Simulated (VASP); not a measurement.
Calculation: r2SCAN meta-GGA, VASP's PBE PAW potentials (set 64) (plane waves; VASP).

VASP input:

### INCAR
```
LWAVE=.FALSE.
METAGGA=R2SCAN
NELM=100   ! most electronic steps
EDIFF=1E-6
LREAL=.FALSE.   ! projection in real space or not
SIGMA=0.1
LMAXMIX=4
ENCUT=400
ALGO=Normal   ! blocked Davidson
PREC=Accurate
ISMEAR=1   ! Methfessel-Paxton
LMIXTAU=.TRUE.
NSW=60
LCHARG=.FALSE.
ISIF=3   ! ions, shape and volume
EDIFFG=-0.01
SYSTEM=NbTe
IBRION=2
LASPH=.TRUE.
```

### KPOINTS
```
Automatic mesh
0
Gamma
10 10 10
0 0 0
```

**POSCAR**
```
NbTe
1.0
  3.4198852655   0.0000000000   0.0000000000
  0.0000000000   3.4198852655   0.0000000000
  0.0000000000   0.0000000000   3.4198852655
Nb Te
1 1
Direct
  0.0000000000   0.0000000000   0.0000000000
  0.5000000000   0.5000000000   0.5000000000
```

POTCAR, in this order: Nb_sv Te (PBE.64 set). Program: vasp_std.

The run wrote:

### OSZICAR
```
       N       E                     dE             d eps       ncg     rms          rms(c)
DAV:   1     0.909043963428E+02    0.90904E+02   -0.85986E+03  1464   0.115E+03
DAV:   2    -0.494013919239E+02   -0.14031E+03   -0.13750E+03  1836   0.386E+02
DAV:   3    -0.571695054895E+02   -0.77681E+01   -0.75691E+01  2330   0.730E+01
DAV:   4    -0.575109768580E+02   -0.34147E+00   -0.33678E+00  2091   0.148E+01
DAV:   5    -0.575350208174E+02   -0.24044E-01   -0.24080E-01  2443   0.310E+00    0.107E+01
DAV:   6    -0.502332144198E+02    0.73018E+01   -0.43618E+00  2300   0.253E+01    0.459E+00
DAV:   7    -0.501426198690E+02    0.90595E-01   -0.10482E+00  1809   0.903E+00    0.240E+00
DAV:   8    -0.501364052653E+02    0.62146E-02   -0.80137E-01  1739   0.854E+00    0.100E+00
DAV:   9    -0.503249597847E+02   -0.18855E+00   -0.58254E-02  1834   0.288E+00    0.469E-01
DAV:  10    -0.504059333286E+02   -0.80974E-01   -0.43760E-02  1826   0.222E+00    0.208E-01
DAV:  11    -0.504190246323E+02   -0.13091E-01   -0.54833E-03  1847   0.807E-01    0.196E-01
DAV:  12    -0.504268218290E+02   -0.77972E-02   -0.92407E-03  1686   0.889E-01    0.835E-02
DAV:  13    -0.504306755365E+02   -0.38537E-02   -0.86589E-03  1754   0.945E-01    0.682E-02
DAV:  14    -0.504317692388E+02   -0.10937E-02   -0.88660E-04  1796   0.293E-01    0.472E-02
DAV:  15    -0.504319868135E+02   -0.21757E-03   -0.71224E-05  1968   0.842E-02    0.299E-02
DAV:  16    -0.504321328705E+02   -0.14606E-03   -0.87182E-05  1915   0.928E-02    0.132E-02
DAV:  17    -0.504321432380E+02   -0.10368E-04   -0.60301E-05  1890   0.756E-02    0.457E-03
DAV:  18    -0.504321502504E+02   -0.70124E-05   -0.58685E-06  1654   0.248E-02    0.836E-03
DAV:  19    -0.504321569296E+02   -0.66793E-05   -0.46507E-06  1601   0.214E-02    0.362E-03
DAV:  20    -0.504321570738E+02   -0.14418E-06   -0.50282E-07   873   0.832E-03
   1 F= -.50432157E+02 E0= -.50432421E+02  d E =-.504322E+02
       N       E                     dE             d eps       ncg     rms          rms(c)
DAV:   1    -0.504383633369E+02   -0.62064E-02   -0.23669E-01  1556   0.680E+00    0.604E-01
DAV:   2    -0.504325124713E+02    0.58509E-02   -0.23310E-02  1859   0.197E+00    0.242E-01
DAV:   3    -0.504318978562E+02    0.61462E-03   -0.35073E-03  2488   0.636E-01    0.852E-02
DAV:   4    -0.504317162759E+02    0.18158E-03   -0.10092E-03  2468   0.252E-01    0.426E-02
DAV:   5    -0.504319271318E+02   -0.21086E-03   -0.39619E-04  2252   0.189E-01    0.399E-02
DAV:   6    -0.504319705428E+02   -0.43411E-04   -0.82134E-05  2826   0.807E-02    0.183E-02
DAV:   7    -0.504319611431E+02    0.93996E-05   -0.83220E-05  1889   0.876E-02    0.855E-03
DAV:   8    -0.504319851354E+02   -0.23992E-04   -0.32286E-05  1626   0.655E-02    0.424E-03
DAV:   9    -0.504319874236E+02   -0.22882E-05   -0.29625E-06  1473   0.190E-02    0.252E-03
DAV:  10    -0.504319874401E+02   -0.16465E-07   -0.74674E-07   828   0.102E-02
   2 F= -.50431987E+02 E0= -.50432253E+02  d E =0.169634E-03
       N       E                     dE             d eps       ncg     rms          rms(c)
DAV:   1    -0.504344864997E+02   -0.24991E-02   -0.80757E-02  1546   0.397E+00    0.349E-01
DAV:   2    -0.504325071368E+02    0.19794E-02   -0.81232E-03  1854   0.116E+00    0.141E-01
DAV:   3    -0.504323001348E+02    0.20700E-03   -0.11778E-03  2490   0.370E-01    0.492E-02
DAV:   4    -0.504322283161E+02    0.71819E-04   -0.34884E-04  2479   0.148E-01    0.245E-02
DAV:   5    -0.504322949450E+02   -0.66629E-04   -0.13693E-04  2214   0.112E-01    0.231E-02
DAV:   6    -0.504323002509E+02   -0.53059E-05   -0.28801E-05  2847   0.466E-02    0.109E-02
DAV:   7    -0.504322954875E+02    0.47634E-05   -0.24795E-05  1922   0.473E-02    0.451E-03
DAV:   8    -0.504323021961E+02   -0.67086E-05   -0.10945E-05  1601   0.388E-02    0.255E-03
DAV:   9    -0.504323031987E+02   -0.10026E-05   -0.90782E-07   861   0.118E-02    0.139E-03
DAV:  10    -0.504323031967E+02    0.20284E-08   -0.26659E-07   773   0.621E-03
   3 F= -.50432303E+02 E0= -.50432568E+02  d E =-.146123E-03
```

### OUTCAR
```
------------------------ aborting loop because EDIFF is reached ----------------------------------------
  FORCE on cell =-STRESS in cart. coord.  units (eV):
  Direction    XX          YY          ZZ          XY          YZ          ZX
  --------------------------------------------------------------------------------------
  Total        0.0012251      0.0012251      0.0012251     -0.0000000     -0.0000000     -0.0000000
  in kB        0.0492202      0.0492202      0.0492202     -0.0000000     -0.0000000     -0.0000000
  external PRESSURE =       0.0492202 kB  Pullay stress =       0.0000000 kB
  volume of cell :       39.88
      direct lattice vectors                 reciprocal lattice vectors
     3.416498727 -0.000000000  0.000000000     0.292697314  0.000000000  0.000000000
    -0.000000000  3.416498727 -0.000000000     0.000000000  0.292697314  0.000000000
    -0.000000000 -0.000000000  3.416498727     0.000000000  0.000000000  0.292697314
 POSITION                                       TOTAL-FORCE (eV/Angst)
 -----------------------------------------------------------------------------------
      0.00000      0.00000      0.00000         0.000000     -0.000000      0.000000
      1.70825      1.70825      1.70825        -0.000000      0.000000      0.000000
 -----------------------------------------------------------------------------------
    total drift:                               -0.000000      0.000000      0.000000
  FREE ENERGIE OF THE ION-ELECTRON SYSTEM (eV)
  ---------------------------------------------------
  free  energy   TOTEN  =       -50.4323031967 eV

  energy  without entropy=      -50.4330966566  energy(sigma->0) =      -50.43256768

 reached required accuracy - stopping structural energy minimisation
```
(Selected blocks of OUTCAR.)

CONTCAR:
```
NbTe
   1.00000000000000
     3.4164987274833867   -0.0000000000000000    0.0000000000000000
    -0.0000000000000000    3.4164987274833867   -0.0000000000000000
    -0.0000000000000000   -0.0000000000000000    3.4164987274833867
  Nb              Te
     1     1
Direct
     0.0000000000000000    0.0000000000000000    0.0000000000000000
     0.5000000000000000    0.5000000000000000    0.5000000000000000
```

The structure was generated: NbTe was put into the CsCl type type (Pm-3m), which need not be its known phase. This run relaxes it. Symmetry was kept, so distortions that lower it aren't found. The start is the result of an earlier pass. The electron count is odd and the run is not spin-polarised, which forces a metal.
